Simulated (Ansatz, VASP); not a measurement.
# Cross-check of Na3Y between VASP and Ansatz

Aim: how closely do two programs agree when they are given the same cell, functional and k mesh? The cell is generated by rule, not measured, and may not be a known phase. Of the first pair: The two relaxations start from unlike cells of this crystal (the structure described is Ansatz's start), so only their ends are compared.

Program: Ansatz 0.2.0. Level of theory: plane waves, with VASP 6.6.1 beside it; relaxation of cell and atoms at PBEsol. Results are calculated unless marked as measured.

### 1. Set-up

Symmetry: Fm-3m, No. 225, cubic system. Conventional cell: a = 8.215 Å, b = 8.215 Å, c = 8.215 Å, α = 90.00°, β = 90.00°, γ = 90.00°. Nearest to Na lie 4 Y at 3.56 Å and 4 Na at 3.56 Å. Nearest to Na lie 8 Na at 3.56 Å. Nearest to Y lie 8 Na at 3.56 Å. Farther neighbours are not listed.

As a file:

```cif
data_structure
_symmetry_space_group_name_H-M 'Fm-3m'
_symmetry_Int_Tables_number 225
_cell_length_a 8.2153
_cell_length_b 8.2153
_cell_length_c 8.2153
_cell_angle_alpha 90.000
_cell_angle_beta 90.000
_cell_angle_gamma 90.000
_cell_volume 554.46
loop_
_atom_site_label
_atom_site_type_symbol
_atom_site_symmetry_multiplicity
_atom_site_Wyckoff_symbol
_atom_site_fract_x
_atom_site_fract_y
_atom_site_fract_z
_atom_site_occupancy
Na1 Na 8 c 0.25000 0.25000 0.75000 1
Na2 Na 4 b 0.50000 0.00000 0.00000 1
Y1 Y 4 a 0.00000 0.00000 0.00000 1
```

### 2. Ansatz: relaxation of cell and atoms, PBEsol, pair 1

Ansatz runs on its default PAW (the set named soft_2) files.

The relaxed volume is the usual yardstick between codes: in a stiff, nearly cubic crystal its relative difference is about their pressure difference at one cell divided by the bulk modulus.

File input.yaml:

```yaml
crystal:
  lattice:
    - [0.0, 4.10764, 4.10764]
    - [4.10764, 0.0, 4.10764]
    - [4.10764, 4.10764, 0.0]
  atoms:
    - { symbol: Na, position: [0.75, 0.75, 0.75] }
    - { symbol: Na, position: [0.5, 0.5, 0.5] }
    - { symbol: Na, position: [0.25, 0.25, 0.25] }
    - { symbol: "Y", position: [0.0, 0.0, 0.0] }
kpoints:
  mp_grid: { grid: [8, 8, 8] }
hamiltonian:
  xc: pbesol
scf:
  occupations: { method: gaussian, width: 0.1 }
output:
  forces: true
  stress: true
  eigenvalues: true
  write_density: true
  write_potential: true
  elf: true
  volumetric_format: npy
relax:
  adjacent_minimum: "off"
  f_tol: 0.005
  max_steps: 80
  cell: { stress_tol: 0.05 }
```

Command:

```console
> ansatz run input.yaml --threads 4 --pin off --max-ram 7168MiB --backend cpu --events-out ev --progress --plain --runs-dir out
```

Numbers of over 12 decimals in the logs are rounded to 6 here.

Log:

```text
Engine: ansatz 0.2.0, aarch64-unknown-linux-gnu
Pseudopotentials: kind: paw
Pseudopotential: Na, paw, valence charge 9, recommended cutoff 420 eV (normal), Na.paw.azcp
Pseudopotential: Y, paw, valence charge 11, recommended cutoff 420 eV (normal), Y.paw.azcp
Functional definition: PBEsol
  exchange = pbesol_x
  correlation = pbesol_c
Crystal: 4 atoms, lattice volume = 138.614 Å³
Basis set: ecut = 420 eV, 2733 PW (Γ), exchange–correlation on 80×80×80 points (8 copies of the dense FFT grid, shifted against one another)
Bands: 23, of which v1, the nominal top of the filled ones, is band 19 counted from 1 (18 counted from 0)
Symmetry: 48 space group operations
Space group: Fm-3m (ITA 225), of the structure as read, at distance tolerance 5.2e-5 Å
k-points: 29 of 512
Non-local potential: Na, projectors of the file, l = 0: 3, l = 1: 2, l = 2: 1
Non-local potential: Y, projectors of the file, l = 0: 3, l = 1: 2, l = 2: 2, l = 3: 1
PAW form: soft (Blöchl's): semilocal exchange-correlation on the pseudo side does not see the compensation charge
PAW frozen core: Na, regenerated for the run's functional, and the local potential with it (the file was generated under x = pbe(κ = 0.804, μ = 0.219515), c = pbe(β = 0.066725))
PAW frozen core: Y, regenerated for the run's functional, and the local potential with it (the file was generated under x = pbe(κ = 0.804, μ = 0.219515), c = pbe(β = 0.066725))
PAW one-centre angular grid: Na, 110 points (default); XC on 64 Gauss nodes
PAW one-centre angular grid: Y, 590 points (default); XC on 64 Gauss nodes
Initial density: superposition of atomic densities (neutral atoms: chi_scale 0, normalization atom), corrected by the library's trained network
Initial wavefunctions: pseudopotential atomic-orbital guess
Functional: x = pbesol(κ = 0.804, μ = 0.123457), c = pbesol(β = 0.046)
SCF iter   1: F=—  HF=-8221.060203 eV  |F-HF|=—  |Δ(HF+E_count)|=         —  Δρ=2.28e-3  dr2=6.04e-3  ethr=1.77e-3  ⟨swp⟩=4.9  Hψ=2428  notcnv=0
preconditioner: auto → Kerker (q_TF=auto, 2.199 Å⁻¹)  [metal: Δε(μ)=0.002 eV  Ē_g=1.907 eV  σ=0.100 eV  W_gap=0.01  n_scr=26 (ndim 8)  ℏωp=7.7 eV  f_vac=0.000  D(μ)=3.97/eV (n_scr^D=26)]
SCF iter   2: F=—  HF=-8221.058579 eV  |F-HF|=—  |Δ(HF+E_count)|=   1.62e-3  Δρ=8.48e-4  dr2=2.02e-3  ethr=1.59e-5  ⟨swp⟩=2.1  Hψ=1415  notcnv=0
SCF iter   3: F=—  HF=-8221.058410 eV  |F-HF|=—  |Δ(HF+E_count)|=   1.69e-4  Δρ=3.93e-4  dr2=6.81e-4  ethr=5.31e-6  ⟨swp⟩=1.8  Hψ=722  notcnv=0
SCF iter   4: F=—  HF=-8221.058243 eV  |F-HF|=—  |Δ(HF+E_count)|=   1.68e-4  Δρ=1.18e-4  dr2=5.03e-5  ethr=1.79e-6  ⟨swp⟩=2.0  Hψ=746  notcnv=0
SCF iter   5: F=—  HF=-8221.058221 eV  |F-HF|=—  |Δ(HF+E_count)|=   2.18e-5  Δρ=4.17e-5  dr2=3.36e-6  ethr=1.32e-7  ⟨swp⟩=2.0  Hψ=750  notcnv=0
SCF iter   6: F=—  HF=-8221.058220 eV  |F-HF|=—  |Δ(HF+E_count)|=   5.82e-7  Δρ=1.30e-5  dr2=2.31e-7  ethr=8.86e-9  ⟨swp⟩=2.1  Hψ=790  notcnv=0
SCF iter   7: F=-8221.058220 eV  HF=-8221.058220 eV  |F-HF|=2.06e-8  |Δ(HF+E_count)|=   3.20e-9  Δρ=6.25e-6  dr2=2.47e-8  ethr=2.63e-10  ⟨swp⟩=8.3  Hψ=4373  notcnv=0
SCF 1 converged in 7 iterations: F = -8221.058220 eV  dr2 = 2.47e-8
  greatest PAW one-centre occupation: 0.999 electrons in one spin orbital (limit 2), on the Na atom at site 2 (counted from 0), in its partial waves of l = 0
relax step   1: F+E_penalty+E_count = -8221.05822011 eV  Δ(F+E_penalty+E_count) = +0.000e0 eV  max|allowed force component| = 2.078e-19 eV/Å  Δτ_max = 0.0000 Å  P = -0.454 GPa  Ω = 138.614 Å³  (7 SCF iters, dr2 threshold 1.00e-7 eV, accepted)
[...]
relax step   2: F+E_penalty+E_count = -8221.06226139 eV  Δ(F+E_penalty+E_count) = -4.041e-3 eV  max|allowed force component| = 1.301e-18 eV/Å  Δτ_max = 0.0000 Å  P = -0.299 GPa  Ω = 136.906 Å³  energy of the carried Pulay correction = +2.034e-5 eV  (4 SCF iters, dr2 threshold 4.00e-7 eV, accepted)
[...]
relax step   3: F+E_penalty+E_count = -8221.06519738 eV  Δ(F+E_penalty+E_count) = -2.936e-3 eV  max|allowed force component| = 2.241e-18 eV/Å  Δτ_max = 0.0000 Å  P = +0.015 GPa  Ω = 133.709 Å³  energy of the carried Pulay correction = +5.912e-5 eV  (4 SCF iters, dr2 threshold 2.24e-7 eV, accepted)
[...]
relax step   4: F+E_penalty+E_count = -8221.06512193 eV  Δ(F+E_penalty+E_count) = +7.546e-5 eV  max|allowed force component| = 2.168e-18 eV/Å  Δτ_max = 0.0000 Å  P = +0.016 GPa  Ω = 133.709 Å³  stress off target by 1.60e-2 GPa  SCF on the basis re-selected at this cell (its energy is not comparable with the rows above)  (6 SCF iters)
basis re-selected at this cell: Δ(F+E_penalty+E_count) = +7.546e-5 eV, ΔP = +0.001 GPa vs the last step (what re-selecting the basis moved, of the pressure what is left beyond the Pulay correction that the steps carried, after the strain that the cell walked since its last selection, with what the two solves' SCF thresholds leave and, on support functions, any second-order correction that the steps lacked; it is no m [...]
SCF converged after 6 iterations
Free energy (F): -8221.065122 eV
Harris-Foulkes:  -8221.065122 eV  (|F-HF|=9.09e-12)
Internal energy: -8221.045489 eV  (E = F + TS)
E sigma→0 (E₀):  -8221.055305 eV
Entropy (-TS):   -0.019633 eV (-4.908 meV/atom)
Fermi energy:    3.812940 eV
--- Per-component energies (eV) ---
  E_band       = -839.978315
  E_kinetic    = 662.814080
  E_local      = -4864.973935  (includes V_loc(G=0)·N_el)
  E_nonlocal   = 399.959365
  E_hartree    = 1737.719834
  E_xc         = -282.877198
  E_vxc        = -341.803383  (∫ρ·V_xc dr)
  E_paw        = -3533.619269  (= ΣΔE_a)
  E_vpaw       = -171.414094  (= ΣTr[D̂ρ^β])
  E_aug_tail   = -0.000073  (compensation charges beyond the density's cutoff)
  E_ewald      = -2340.381146
  E_core_change = 0.312854  (= ΣΔE_core)
  E_smearing   = -0.019633  (= −TS)
  E_closure    = -0.000000  (closes the sum)
  Σ components = -8221.065122   (vs F -8221.065122, Δ=0.00e0)
--- Forces (eV/Å), atoms counted from 1 ---
  atom   1  Na     0.00000000    -0.00000000     0.00000000
  atom   2  Na     0.00000000     0.00000000    -0.00000000
  atom   3  Na    -0.00000000     0.00000000    -0.00000000
  atom   4  Y     -0.00000000    -0.00000000     0.00000000
  max |Σ_I F_I| component: 7.23e-19 eV/Å
--- Stress (GPa, compression-positive) ---
        0.016045       0.000000       0.000000
        0.000000       0.016045       0.000000
        0.000000       0.000000       0.016045
  P = ⅓ Tr σ = 0.0160 GPa (0.160 kbar)
--- Band table (eV; the first three rows and the last of 29) ---
  k-point 0: bands = [... 15 lower, -20.1860, -0.0189, 4.0017, 4.0017, 4.0017, 4.5490, 4.5490, 6.6755]
  k-point 1: bands = [... 15 lower, -20.1860, 0.0998, 3.8616, 4.0362, 4.0362, 4.5095, 4.5095, 6.0840]
  k-point 2: bands = [... 15 lower, -20.1859, 0.4482, 3.4230, 4.0529, 4.0529, 4.5355, 4.5355, 5.2323]
  k-point 28: bands = [... 15 lower, -20.1829, 2.5699, 2.7568, 2.8971, 2.8971, 4.7116, 4.9045, 4.9045]
--- Relaxed structure (3 steps of the walk, 3 accepted, 1 SCFs on fresh bases) ---
  F+E_penalty+E_count = -8221.06512193 eV   max|allowed force component| = 2.168e-18 eV/Å   (the final SCF, on the basis selected at the relaxed cell)
  cell:  # Å, volume = 133.7089 Å³
    - [0, 4.058604, 4.058604]
    - [4.058604, 0, 4.058604]
    - [4.058604, 4.058604, 0]
  atoms:
    - { symbol: Na, position: [0.75, 0.75, 0.75] }
    - { symbol: Na, position: [0.5, 0.5, 0.5] }
    - { symbol: Na, position: [0.25, 0.25, 0.25] }
    - { symbol: Y, position: [0, 0, 0] }
```

### 3. VASP: relaxation of cell and atoms, PBEsol, pair 1

Its own start cell and the same functional, mesh and smearing now go to VASP, with its own data sets.

Lines of VASP's logs that name or quote its potential files are left out, and so is its time.

File INCAR:

```
SYSTEM = Na3Y
PREC = Accurate
ENCUT = 500
EDIFF = 1E-07
NELM = 120
ISMEAR = 0
SIGMA = 0.1
LREAL = .FALSE.
ALGO = Normal
GGA = PS
NBANDS = 22
LASPH = .TRUE.
LORBIT = 11
LWAVE = .FALSE.
LCHARG = .FALSE.
ISIF = 3
IBRION = 2
NSW = 80
EDIFFG = -0.005
GGA_COMPAT = .FALSE.
NELMIN = 4
KPAR = 2
```

File POSCAR:

```
Na3Y
1.0
    0.0000000000      4.0619897100      4.0619897100
    4.0619897100      0.0000000000      4.0619897100
    4.0619897100      4.0619897100      0.0000000000
Na Y
3 1
Direct
    0.7500000000      0.7500000000      0.7500000000
    0.5000000000      0.5000000000      0.5000000000
    0.2500000000      0.2500000000      0.2500000000
    0.0000000000      0.0000000000      0.0000000000
```

File KPOINTS:

```
Automatic mesh
0
Gamma
8 8 8
0 0 0
```

PAW data sets: Na_pv and Y_sv (PBE family, release 64).

Command:

```console
> mpirun -np 2 vasp_std
```

Log:

```text
[banner, memory and clock lines left out]
running    2 mpi-ranks, on    1 nodes
 distrk:  each k-point on    1 cores,    2 groups
 distr:  one band on    1 cores,    1 groups

 POSCAR found type information on POSCAR NaY
 POSCAR found :  2 types and       4 ions
|                                                                             |
|               ----> ADVICE to this user running VASP <----                  |
|                                                                             |
|     You enforced a specific xc type in the INCAR file but a different       |
|     [... a line on the potential file left out ...]
|     I HOPE YOU KNOW WHAT YOU ARE DOING!                                     |
|                                                                             |

 LDA part: xc-table for (Slater+PW92), standard interpolation
 POSCAR, INCAR and KPOINTS ok, starting setup
 FFT: planning ... GRIDC
 FFT: planning ... GRID_SOFT
 FFT: planning ... GRID
 WAVECAR not read
 entering main loop
       N       E                     dE             d eps       ncg     rms          rms(c)
DAV:   1     0.252256147435E+03    0.25226E+03   -0.16183E+04  1284   0.143E+03
DAV:   2     0.494156935453E+01   -0.24731E+03   -0.24236E+03  1342   0.385E+02
DAV:   3    -0.919117843167E+01   -0.14133E+02   -0.13711E+02  1676   0.105E+02
DAV:   4    -0.101544762913E+02   -0.96330E+00   -0.95116E+00  2126   0.182E+01
DAV:   5    -0.101705624461E+02   -0.16086E-01   -0.16040E-01  1642   0.180E+00    0.143E+01
DAV:   6    -0.944507983535E+01    0.72548E+00   -0.13348E+00  1798   0.354E+00    0.102E+01
DAV:   7    -0.943449073206E+01    0.10589E-01   -0.12341E+00  1804   0.423E+00    0.227E+00
DAV:   8    -0.944162614945E+01   -0.71354E-02   -0.82776E-01  1416   0.360E+00    0.154E+00
DAV:   9    -0.941778038481E+01    0.23846E-01   -0.44939E-01  1514   0.301E+00    0.112E+00
DAV:  10    -0.939811234137E+01    0.19668E-01   -0.74502E-02  1742   0.134E+00    0.271E-01
DAV:  11    -0.939871740568E+01   -0.60506E-03   -0.82405E-03  1776   0.489E-01    0.642E-02
DAV:  12    -0.939877296076E+01   -0.55555E-04   -0.42737E-04  1754   0.129E-01    0.592E-02
DAV:  13    -0.939871131511E+01    0.61646E-04   -0.17785E-04  1634   0.197E-01    0.172E-02
DAV:  14    -0.939871596342E+01   -0.46483E-05   -0.58710E-05  2058   0.597E-02    0.991E-03
DAV:  15    -0.939871596985E+01   -0.64324E-08   -0.86955E-06  1624   0.375E-02    0.367E-03
DAV:  16    -0.939871663463E+01   -0.66477E-06   -0.20574E-06  2074   0.103E-02    0.327E-03
DAV:  17    -0.939871626468E+01    0.36995E-06   -0.89543E-07  1152   0.123E-02    0.284E-03
DAV:  18    -0.939871623949E+01    0.25191E-07   -0.23909E-07  1486   0.278E-03
   1 F= -.93987162E+01 E0= -.93889390E+01  d E =-.939872E+01
 curvature:   0.00 expect dE= 0.000E+00 dE for cont linesearch  0.000E+00
 trial: gam= 0.00000 g(F)=  0.739E-49 g(S)=  0.187E-04 ort = 0.000E+00 (trialstep = 0.100E+01)
 search vector abs. value=  0.187E-04
 bond charge predicted
       N       E                     dE             d eps       ncg     rms          rms(c)
DAV:   1    -0.939886984818E+01   -0.15358E-03   -0.35833E-03  1728   0.781E-01    0.763E-02
DAV:   2    -0.939876123432E+01    0.10861E-03   -0.31141E-04  1612   0.143E-01    0.451E-02
DAV:   3    -0.939872704095E+01    0.34193E-04   -0.20772E-04  2150   0.972E-02    0.249E-02
DAV:   4    -0.939872653786E+01    0.50309E-06   -0.99943E-06  1674   0.273E-02    0.167E-02
DAV:   5    -0.939872834456E+01   -0.18067E-05   -0.35144E-06  1990   0.216E-02    0.604E-03
DAV:   6    -0.939872899378E+01   -0.64922E-06   -0.13700E-06  1810   0.825E-03    0.251E-03
DAV:   7    -0.939872902375E+01   -0.29972E-07   -0.30394E-08   764   0.115E-03
   2 F= -.93987290E+01 E0= -.93889498E+01  d E =-.127843E-04
 trial-energy change:   -0.000013  1 .order   -0.000012   -0.000019   -0.000005
 step:   1.2410(harm=  1.3655)  dis= 0.00000  next Energy=    -9.398730 (dE=-0.134E-04)
 reached required accuracy - stopping structural energy minimisation
```

From OUTCAR (step 3):

```text
ion  position               nearest neighbor table
   1  0.750  0.750  0.750-   4 3.52   4 3.52   4 3.52   4 3.52
   2  0.500  0.500  0.500-
   3  0.250  0.250  0.250-   4 3.52   4 3.52   4 3.52   4 3.52
   4  0.000  0.000  0.000-   1 3.52   3 3.52   1 3.52   1 3.52   1 3.52   3 3.52   3 3.52   3 3.52

  LATTYP: Found a face centered cubic cell.
 ALAT       =     8.1239794200

 Subroutine GETGRP returns: Found 48 space group operations
 (whereof 48 operations were pure point group operations)

The static configuration has the point symmetry O_h .

 Found     29 irreducible k-points:

   k-points           NKPTS =     29   k-points in BZ     NKDIM =     29   number of bands    NBANDS=     22

   dimension x,y,z NGX =    42 NGY =   42 NGZ =   42
   dimension x,y,z NGXF=    84 NGYF=   84 NGZF=   84

   ENCUT  =  500.0 eV  36.75 Ry    6.06 a.u.  10.47 10.47 10.47*2*pi/ulx,y,z

   NELECT =      32.0000    total number of electrons

 k-points in reciprocal lattice and weights: Automatic mesh
   0.00000000  0.00000000  0.00000000       0.002
   0.12500000  0.00000000  0.00000000       0.016
   0.25000000  0.00000000  0.00000000       0.016
   0.37500000  0.00000000  0.00000000       0.016
   0.50000000  0.00000000  0.00000000       0.008
   0.12500000  0.12500000  0.00000000       0.012
   0.25000000  0.12500000  0.00000000       0.047
   0.37500000  0.12500000  0.00000000       0.047
   0.50000000  0.12500000  0.00000000       0.047
[...]
-0.37500000  0.50000000  0.12500000       0.023
  -0.25000000  0.50000000  0.25000000       0.012

 average (electrostatic) potential at core
       1 -48.5952       2 -48.6739       3 -48.5952       4 -41.0570

 E-fermi :   1.0778

 k-point     1 :       0.0000    0.0000    0.0000
  band No.  band energies     occupation
    ...
     10     -22.9443      2.00000
     11     -22.9192      2.00000
     12     -22.9192      2.00000
     13     -22.9192      2.00000
     14      -2.7622      2.00000
     15       1.2681      0.00713
     16       1.2681      0.00713
     17       1.2681      0.00713
     18       1.8141      0.00000
     19       1.8141      0.00000
    ...

 k-point     2 :       0.1250    0.0000    0.0000
  band No.  band energies     occupation
    ...
     10     -22.9411      2.00000
     11     -22.9227      2.00000
     12     -22.9193      2.00000
     13     -22.9193      2.00000
     14      -2.6432      2.00000
     15       1.1280      0.47787
     16       1.3026      0.00148
     17       1.3026      0.00148
     18       1.7747      0.00000
     19       1.7747      0.00000
    ...

 k-point     3 :       0.2500    0.0000    0.0000
  band No.  band energies     occupation
    ...
     11     -22.9278      2.00000
     12     -22.9194      2.00000
     13     -22.9194      2.00000
     14      -2.2940      2.00000
     15       0.6891      2.00000
     16       1.3193      0.00064
     17       1.3193      0.00064
     18       1.8006      0.00000
     19       1.8006      0.00000
     20       2.4929      0.00000
    ...

  Total       -0.0060810     -0.0060810     -0.0060810      0.0000000     -0.0000000      0.0000000
  in kB       -0.0727435     -0.0727435     -0.0727435      0.0000000     -0.0000000      0.0000000
  external PRESSURE =      -0.0727435 kB  Pullay stress =       0.0000000 kB

  energy-cutoff  :      500.00
  volume of cell :      133.93
      direct lattice vectors                 reciprocal lattice vectors
    -0.000000000  4.060876771  4.060876771    -0.123126120  0.123126120  0.123126120
     4.060876771 -0.000000000  4.060876771     0.123126120 -0.123126120  0.123126120
     4.060876771  4.060876771 -0.000000000     0.123126120  0.123126120 -0.123126120

 POSITION                                       TOTAL-FORCE (eV/Angst)
 -----------------------------------------------------------------------------------
      6.09132      6.09132      6.09132         0.000000     -0.000000      0.000000
      4.06088      4.06088      4.06088        -0.000000     -0.000000     -0.000000
      2.03044      2.03044      2.03044         0.000000      0.000000     -0.000000
      8.12175      8.12175      8.12175        -0.000000     -0.000000     -0.000000
 -----------------------------------------------------------------------------------
    total drift:                               -0.000000     -0.000000      0.000000

  FREE ENERGIE OF THE ION-ELECTRON SYSTEM (eV)
  ---------------------------------------------------
  free  energy   TOTEN  =        -9.3987290237 eV

  energy  without entropy=       -9.3791706493  energy(sigma->0) =       -9.38894984

 reached required accuracy - stopping structural energy minimisation

 total charge
# of ion       s       p       d       f       tot
--------------------------------------------------
    1        0.125   5.977   0.000   0.000   6.102
    2        0.099   5.974   0.000   0.000   6.073
    3        0.125   5.977   0.000   0.000   6.102
    4        2.281   6.098   0.756   0.001   9.137
--------------------------------------------------
tot          2.629  24.026   0.756   0.001  27.413

[... 3 further parts left out ...]
```

CONTCAR:

```
Na3Y
   1.00000000000000
    -0.0000000000000000    4.0608767714909293    4.0608767714909293
     4.0608767714909293   -0.0000000000000000    4.0608767714909293
     4.0608767714909293    4.0608767714909293   -0.0000000000000000
  Na              Y
     3     1
Direct
     0.7500000000000000    0.7500000000000000    0.7500000000000000
     0.5000000000000000    0.5000000000000000    0.5000000000000000
     0.2500000000000000    0.2500000000000000    0.2500000000000000
     1.0000000000000000    1.0000000000000000    1.0000000000000000
```

### 4. Differences

Known differences besides the potentials themselves: the data sets hold 38 valence electrons in Ansatz (on its default PAW (the set named soft_2) files) and 32 in VASP; the cutoff is 420 eV in Ansatz and 500 eV in VASP; Ansatz makes its cores anew for this functional, VASP keeps those of its PBE data sets; Ansatz adds a Pulay correction to the stress that steers its cell, VASP none. Total energies have different zeros and are not compared.

Both answers:

| quantity | Ansatz | VASP | difference |
| --- | --- | --- | --- |
| volume (Å³) | 133.71 | 133.93 | -0.17 % |
| edge a after relaxation, in the typed setting (Å) | 5.740 | 5.743 | -0.06 % |

[end of part 1 of 2]

[Lines on the potential files, build, host, timing and source positions are cut from VASP's logs without a mark.]

[Logs are printed without paths, hosts, clocks, repeated set-up lines and the standing remarks that a program may print on its own settings, such as how far it seeks lower states.]

[Hosts, paths, dates, database ids (printed as entryN), source tags and the programs' standing remarks are cut or masked in the printed files.]
